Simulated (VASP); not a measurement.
```
SnS2
1.0
    1.86150    -3.22421     0.00000
    1.86150     3.22421     0.00000
    0.00000     0.00000     6.01800
Sn S
1 2
Cartesian
  0.00000   0.00000   0.00000
  1.86150   1.07474   1.50450
  1.86150  -1.07474   4.51350
```

The numbers are results of PBE GGA, VASP's PBE PAW potentials (set 64) (plane waves; VASP), not measurements. Run with 400 eV cut-off, 6×6×4 Γ-centred mesh, Gaussian smearing of 0.050 eV, potentials Sn_d S.

Unless said otherwise, spin-orbit coupling is left out, though it shifts the bands of the heavy elements here.

### Question
Predict the energy per atom (σ→0), pressure, band gap (on the k-mesh) with the smallest direct gap where there is one.

### Answer

```json
{
  "band gap (on the k-mesh)": "1.35 eV",
  "smallest direct gap (on the k-mesh)": "1.62 eV",
  "energy per atom (σ→0)": "-4.391 eV/atom",
  "pressure": "-13.3 kbar"
}
```

The absolute energy has meaning only against runs of the same code, potentials and settings.

The compound is SnS2 in the 1T layered structure. The cell was not relaxed at this level.
